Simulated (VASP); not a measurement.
A convergence study with VASP on Ga (space group no. 64 when undisturbed): one setting is varied, all else stays as given below, so the limit is that of these other settings. One atom is moved off its site, so that forces are finite.

```
CELL_PARAMETERS angstrom
      2.24870    -3.81085     0.00000
      2.24870     3.81085     0.00000
      0.00000     0.00000     4.50735
ATOMIC_POSITIONS crystal
  Ga 0.15490 0.84510 0.93009
  Ga 0.34510 0.65490 0.41900
  Ga 0.65490 0.34510 0.58100
  Ga 0.84510 0.15490 0.08100
```

Method: PBEsol GGA, VASP's PBE PAW potentials (set 64) (plane waves; VASP 6.6.1). The tightest run used: 300 eV cut-off, 15×15×13 Γ-centred mesh, Gaussian smearing of 0.10 eV, potentials Ga_d.

| setting | E (eV/atom) | pressure (GPa) | largest force (eV/Å) | irreducible k-points |
|---|---|---|---|---|
| 2×2×1 mesh | -2.6201 | 7.91 | 1.449 | 3 |
| 2×2×2 mesh | -2.9369 | 3.37 | 0.765 | 6 |
| 3×3×2 mesh | -3.2289 | -0.91 | 0.672 | 8 |
| 3×3×3 mesh | -3.3565 | -0.59 | 0.298 | 10 |
| 4×4×3 mesh | -3.3752 | -0.77 | 0.326 | 17 |
| 4×4×4 mesh | -3.3695 | -0.86 | 0.379 | 24 |
| 5×5×4 mesh | -3.3712 | -0.97 | 0.326 | 33 |
| 6×6×5 mesh | -3.3498 | -0.89 | 0.270 | 55 |

**Question.** These are the cheaper rows. Estimate the results at 15×15×13 mesh, and how far the last row shown lies from them.

**Answer.** 
| quantity | tightest run | last row shown is off by |
|---|---|---|
| E (eV/atom) | -3.3498 | 0.0000 |
| pressure (GPa) | -0.94 | 0.04 |
| largest force (eV/Å) | 0.311 | -0.041 |

Left out are rungs that failed or repeat a setting and relaxations that didn't move; long series are thinned to 24 rows.

The structure is a typed Ga crystal (space group no. 64). The cell was not relaxed at this level, it is distorted from the ideal structure.
